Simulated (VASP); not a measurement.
Input:

```
CELL_PARAMETERS angstrom
      2.89094     0.00000     0.00000
      0.00000     2.89094     0.00000
      0.00000     0.00000     2.89094
ATOMIC_POSITIONS crystal
  Al 0.50000 0.50000 0.50000
  Ru 0.00000 0.00000 0.00000
```

All values below come from PBE GGA, VASP's PBE PAW potentials (set 64) (plane waves; VASP 6.6.1). Settings: 500 eV cut-off, 13×13×13 Γ-centred mesh, first-order Methfessel-Paxton smearing of 0.10 eV, potentials Al Ru_pv.

Energy and stress use the plane-wave basis of the starting cell.

**Question.** The ions, cell shape and volume at an external pressure of 45.0 GPa are relaxed. Give the cell that the relaxation ends in.

**Answer.** 
```
CELL_PARAMETERS angstrom
      2.85105     0.00000     0.00000
      0.00000     2.85105     0.00000
      0.00000     0.00000     2.85105
ATOMIC_POSITIONS crystal
  Al 0.50000 0.50000 0.50000
  Ru 0.00000 0.00000 0.00000
```
Space group Pm-3m (221), at a tolerance of 0.03 Å.

**Question.** How do energy and volume change from the first to the last step?

**Answer.** The energy (σ→0) changes by +114.6 meV/atom and the volume by -4.1 %, in 4 ionic steps.

```json
[
 {"step": "1", "E(σ→0) (eV)": "-14.0142", "max force (eV/Å)": "0.000", "pressure (GPa)": "30.07", "volume (Å³)": "24.16"},
 {"step": "2", "E(σ→0) (eV)": "-12.5418", "max force (eV/Å)": "0.000", "pressure (GPa)": "106.39", "volume (Å³)": "20.44"},
 {"step": "3", "E(σ→0) (eV)": "-13.7974", "max force (eV/Å)": "0.000", "pressure (GPa)": "44.16", "volume (Å³)": "23.22"},
 {"step": "4", "E(σ→0) (eV)": "-13.7850", "max force (eV/Å)": "0.000", "pressure (GPa)": "44.91", "volume (Å³)": "23.17"}
]
```

The compound is RuAl in the CsCl type structure. This run relaxes it under an external pressure of 45 GPa. Symmetry was kept, so distortions that lower it aren't found. The electron count is odd and the run is not spin-polarised, which forces a metal.
